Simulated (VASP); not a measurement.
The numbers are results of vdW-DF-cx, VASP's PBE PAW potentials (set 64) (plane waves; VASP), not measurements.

VASP input:

INCAR:
```
AGGAC = 0.0
ALGO = Normal
EDIFF = 1E-6
EDIFFG = -0.02
ENCUT = 520
GGA = CX
IBRION = 2
ISIF = 3
ISMEAR = 1
ISPIN = 2
LASPH = .TRUE.
LCHARG = .FALSE.
LMAXMIX = 4
LORBIT = 10
LREAL = .FALSE.
LUSE_VDW = .TRUE.
LWAVE = .FALSE.
MAGMOM = 3.0 -3.0 0.0 0.0 0.0 0.0
NELM = 100
NSW = 60
PREC = Accurate
SIGMA = 0.1
SYSTEM = MnO2
```

KPOINTS:
```
Automatic mesh
0
Gamma
6 6 10
0 0 0
```

**POSCAR**
```
MnO2
1
    4.3702201015    -0.0000000000     0.0000000000
    0.0000000000     4.3702201015     0.0000000000
    0.0000000000     0.0000000000     2.8377850828
Mn O
2 4
Direct
  1.0000000000   0.0000000000   0.0000000000
  0.5000000000   0.5000000000   0.5000000000
  0.3033582004   0.3033582004   1.0000000000
  0.8033582004   0.1966417996   0.5000000000
  0.1966417996   0.8033582004   0.5000000000
  0.6966417996   0.6966417996   0.0000000000
```

POTCAR, in this order: Mn_pv O (PBE.64 set). Program: vasp_std.

Output of the run:

### OSZICAR
```
       N       E                     dE             d eps       ncg     rms          rms(c)
DAV:   1     0.665588382329E+03    0.66559E+03   -0.28724E+04  7336   0.203E+03
DAV:   2     0.330671661473E+02   -0.63252E+03   -0.59620E+03  7728   0.574E+02
DAV:   3    -0.481952350452E+02   -0.81262E+02   -0.79060E+02  9216   0.194E+02
DAV:   4    -0.514906960117E+02   -0.32955E+01   -0.29435E+01  8222   0.343E+01
DAV:   5    -0.515553183832E+02   -0.64622E-01   -0.64612E-01  7530   0.536E+00    0.458E+01
DAV:   6    -0.465567366598E+02    0.49986E+01   -0.16141E+02  9164   0.120E+02    0.521E+01
DAV:   7    -0.383431060695E+02    0.82136E+01   -0.11920E+02  9320   0.123E+02    0.207E+01
DAV:   8    -0.363164723072E+02    0.20266E+01   -0.86744E+00  7688   0.290E+01    0.835E+00
DAV:   9    -0.359448324577E+02    0.37164E+00   -0.19288E+00  9630   0.145E+01    0.300E+00
DAV:  10    -0.359613560373E+02   -0.16524E-01   -0.19260E-01  7632   0.355E+00    0.161E+00
DAV:  11    -0.359570606657E+02    0.42954E-02   -0.24458E-02  7698   0.168E+00    0.483E-01
DAV:  12    -0.359567320013E+02    0.32866E-03   -0.53828E-03  8542   0.104E+00    0.183E-01
DAV:  13    -0.359568045899E+02   -0.72589E-04   -0.33212E-04  8136   0.149E-01    0.665E-02
DAV:  14    -0.359567855229E+02    0.19067E-04   -0.12193E-04  8194   0.104E-01    0.304E-02
DAV:  15    -0.359567857417E+02   -0.21883E-06   -0.59082E-05  7334   0.102E-01    0.231E-02
DAV:  16    -0.359567832118E+02    0.25299E-05   -0.12283E-05  7630   0.479E-02    0.748E-03
DAV:  17    -0.359567833263E+02   -0.11447E-06   -0.17855E-06  5156   0.183E-02
   1 F= -.35956783E+02 E0= -.35957146E+02  d E =-.359568E+02  mag=     0.0000
       N       E                     dE             d eps       ncg     rms          rms(c)
DAV:   1    -0.360931190433E+02   -0.13634E+00   -0.25934E+00  7200   0.194E+01    0.374E+00
DAV:   2    -0.360862634797E+02    0.68556E-02   -0.13406E+00  8496   0.160E+01    0.429E+00
DAV:   3    -0.359593111870E+02    0.12695E+00   -0.42152E-01  8910   0.852E+00    0.879E-01
DAV:   4    -0.359583871736E+02    0.92401E-03   -0.79182E-02  7200   0.162E+00    0.568E-01
DAV:   5    -0.359562006763E+02    0.21865E-02   -0.48337E-03  9224   0.799E-01    0.235E-01
DAV:   6    -0.359559523301E+02    0.24835E-03   -0.31336E-03  7212   0.360E-01    0.106E-01
DAV:   7    -0.359558827528E+02    0.69577E-04   -0.31034E-04  8010   0.134E-01    0.193E-02
DAV:   8    -0.359558813658E+02    0.13870E-05   -0.35881E-05  7368   0.403E-02    0.132E-02
DAV:   9    -0.359558822366E+02   -0.87079E-06   -0.79449E-07  3732   0.758E-03
   2 F= -.35955882E+02 E0= -.35956173E+02  d E =0.901090E-03  mag=    -0.0000
       N       E                     dE             d eps       ncg     rms          rms(c)
DAV:   1    -0.359980560718E+02   -0.42175E-01   -0.75366E-01  7200   0.104E+01    0.199E+00
DAV:   2    -0.359877141660E+02    0.10342E-01   -0.31127E-01  8464   0.769E+00    0.211E+00
DAV:   3    -0.359605049703E+02    0.27209E-01   -0.11508E-01  8990   0.450E+00    0.527E-01
DAV:   4    -0.359591989730E+02    0.13060E-02   -0.20349E-02  7200   0.113E+00    0.221E-01
DAV:   5    -0.359590298209E+02    0.16915E-03   -0.88717E-04  8070   0.239E-01    0.110E-01
DAV:   6    -0.359589850686E+02    0.44752E-04   -0.30293E-04  7254   0.153E-01    0.518E-02
DAV:   7    -0.359589646099E+02    0.20459E-04   -0.36827E-05  9938   0.660E-02    0.145E-02
DAV:   8    -0.359589666837E+02   -0.20738E-05   -0.33027E-06  6724   0.162E-02    0.734E-03
DAV:   9    -0.359589667024E+02   -0.18675E-07   -0.16607E-06  3774   0.921E-03
   3 F= -.35958967E+02 E0= -.35959296E+02  d E =-.218338E-02  mag=     0.0000
       N       E                     dE             d eps       ncg     rms          rms(c)
DAV:   1    -0.359589765264E+02   -0.98427E-05   -0.22070E-04  7200   0.175E-01    0.335E-02
DAV:   2    -0.359589734859E+02    0.30404E-05   -0.95463E-05  8488   0.136E-01    0.364E-02
DAV:   3    -0.359589668051E+02    0.66809E-05   -0.33168E-05  8974   0.770E-02    0.859E-03
DAV:   4    -0.359589654062E+02    0.13989E-05   -0.56907E-06  7184   0.165E-02    0.419E-03
DAV:   5    -0.359589658128E+02   -0.40664E-06   -0.18907E-07  3600   0.469E-03
   4 F= -.35958966E+02 E0= -.35959296E+02  d E =-.218249E-02  mag=    -0.0000
```

OUTCAR:
```
------------------------ aborting loop because EDIFF is reached ----------------------------------------
  FORCE on cell =-STRESS in cart. coord.  units (eV):
  Direction    XX          YY          ZZ          XY          YZ          ZX
  --------------------------------------------------------------------------------------
  Total        0.0841618      0.0841618     -0.1104069      0.0000000      0.0000000      0.0000000
  in kB        2.4712766      2.4712766     -3.2419213      0.0000000      0.0000000      0.0000000
  external PRESSURE =       0.5668773 kB  Pullay stress =       0.0000000 kB
  volume of cell :       54.56
      direct lattice vectors                 reciprocal lattice vectors
     4.380439036  0.000000000  0.000000000     0.228287620  0.000000000  0.000000000
     0.000000000  4.380439036  0.000000000     0.000000000  0.228287620  0.000000000
     0.000000000  0.000000000  2.843603000     0.000000000  0.000000000  0.351666530
 POSITION                                       TOTAL-FORCE (eV/Angst)
 -----------------------------------------------------------------------------------
      0.00000      0.00000      0.00000        -0.000000      0.000000      0.000000
      2.19022      2.19022      1.42180        -0.000000      0.000000      0.000000
      1.32822      1.32822      0.00000         0.009820      0.009820      0.000000
      3.51844      0.86200      1.42180         0.009820     -0.009820     -0.000000
      0.86200      3.51844      1.42180        -0.009820      0.009820      0.000000
      3.05222      3.05222      0.00000        -0.009820     -0.009820     -0.000000
 -----------------------------------------------------------------------------------
    total drift:                               -0.000000      0.000000      0.000000
  FREE ENERGIE OF THE ION-ELECTRON SYSTEM (eV)
  ---------------------------------------------------
  free  energy   TOTEN  =       -35.9589658128 eV

  energy  without entropy=      -35.9599549144  energy(sigma->0) =      -35.95929551

 total charge

# of ion       s       p       d       tot
------------------------------------------
    1        0.361   6.486   4.951  11.798
    2        0.361   6.486   4.951  11.798
    3        1.565   3.455   0.000   5.020
    4        1.565   3.455   0.000   5.020
    5        1.565   3.455   0.000   5.020
    6        1.565   3.455   0.000   5.020
--------------------------------------------------
tot          6.980  26.791   9.903  43.674

 magnetization (x)

# of ion       s       p       d       tot
------------------------------------------
    1        0.010   0.019   2.398   2.428
    2       -0.010  -0.019  -2.398  -2.428
    3       -0.001  -0.045   0.000  -0.046
    4        0.001   0.045   0.000   0.046
    5        0.001   0.045   0.000   0.046
    6       -0.001  -0.045   0.000  -0.046
--------------------------------------------------
tot          0.000   0.000  -0.000  -0.000

 reached required accuracy - stopping structural energy minimisation
```
(Selected blocks of OUTCAR.)

CONTCAR:
```
MnO2
   1.00000000000000
     4.3804390355108191    0.0000000000000000    0.0000000000000000
     0.0000000000000000    4.3804390355108191    0.0000000000000000
     0.0000000000000000    0.0000000000000000    2.8436029995599736
  Mn              O
     2     4
Direct
     0.0000000000000000    0.0000000000000000    0.0000000000000000
     0.5000000000000000    0.5000000000000000    0.5000000000000000
     0.3032167617759146    0.3032167617759146    0.0000000000000000
     0.8032167617759146    0.1967832382240854    0.5000000000000000
     0.1967832382240854    0.8032167617759146    0.5000000000000000
     0.6967832382240854    0.6967832382240854    0.0000000000000000
```

OUTCAR:
```
 val. band max:        5.4672966185   @ k =   0.5000   0.3333   0.0000

 cond. band min:       5.4949251766   @ k =   0.3333   0.3333   0.0000


 Fermi energy:         5.4764325737

 spin component 1

 k-point     1 :       0.0000    0.0000    0.0000
  band No.  band energies     occupation
      1     -44.8948      1.00000
      2     -44.8040      1.00000
      3     -44.7488      1.00000
      4     -42.2304      1.00000
      5     -42.2153      1.00000
      6     -42.1876      1.00000
      7     -14.5490      1.00000
      8     -12.5983      1.00000
      9     -12.2763      1.00000
     10     -12.1797      1.00000
     11      -2.4517      1.00000
     12      -1.6023      1.00000
     13      -1.0667      1.00000
     14      -0.3001      1.00000
     15       0.1839      1.00000
     16       1.3480      1.00000
     17       1.4156      1.00000
     18       1.9679      1.00000
     19       3.2333      1.00000
     20       3.3301      1.00000
     21       3.8103      1.00000
     22       3.9363      1.00000
     23       4.2785      1.00000
     24       4.3255      1.00000
     25       4.9875      1.00000
     26       5.1643      1.00005
     27       5.6918     -0.00471
     28       6.6476     -0.00000
     29       7.3607     -0.00000
     30       8.6608      0.00000

 k-point     2 :       0.1667    0.0000    0.0000
  band No.  band energies     occupation
      1     -44.8948      1.00000
      2     -44.8040      1.00000
      3     -44.7488      1.00000
      4     -42.2304      1.00000
      5     -42.2154      1.00000
      6     -42.1877      1.00000
      7     -14.4372      1.00000
      8     -12.7327      1.00000
      9     -12.2901      1.00000
     10     -12.2065      1.00000
     11      -2.2524      1.00000
     12      -1.5096      1.00000
     13      -0.8707      1.00000
     14      -0.2938      1.00000
     15       0.2159      1.00000
     16       1.1224      1.00000
...
```

The compound is MnO2 in the rutile structure. This run relaxes it. Symmetry was kept, so distortions that lower it aren't found.
